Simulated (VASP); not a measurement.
AlN (zinc blende), at 1.04 of the tabulated volume:

```yaml
crystal:
  lattice:
    - [0.00000, 2.21882, 2.21882]
    - [2.21882, 0.00000, 2.21882]
    - [2.21882, 2.21882, 0.00000]
  atoms:
    - { symbol: Al, position: [0.00000, 0.00000, 0.00000] }
    - { symbol: N, position: [0.25000, 0.25000, 0.25000] }
```

The lowest empty band near X, direction along the valley's axis, from PBE with spin-orbit coupling in VASP (PAW); its two spin partners are averaged. The gap over the points computed is 3.29 eV, and the next band on that side lies 5.03 eV away at the edge.

Run with 520 eV cut-off, 11×11×11 Γ-centred mesh, Gaussian smearing of 0.050 eV, potentials Al N.

```json
[
 {"distance from the edge in k (1/Å)": "0.025", "distance in energy (meV)": "4.5"},
 {"distance from the edge in k (1/Å)": "0.035", "distance in energy (meV)": "8.8"},
 {"distance from the edge in k (1/Å)": "0.050", "distance in energy (meV)": "17.9"},
 {"distance from the edge in k (1/Å)": "0.070", "distance in energy (meV)": "35.0"}
]
```

Problem. Fit E(1 + αE) = ħ²k²/2m* (ħ²/2m0 = 3.810 eV Å²) and predict the row at 0.095 1/Å.

Solution. The rows don't resolve α, so a parabola serves: the electron mass is m* = 0.533 m0, and so 64.5 meV. The run gave 64.3 meV, -0.2 meV from the fit.

Left out are points under 3 meV from the edge, since the levels carry 0.1 meV, and points farther than half the way to the next band.

The compound is AlN in the zinc blende structure, a metastable form; wurtzite is the usual one. The cell was not relaxed at this level.
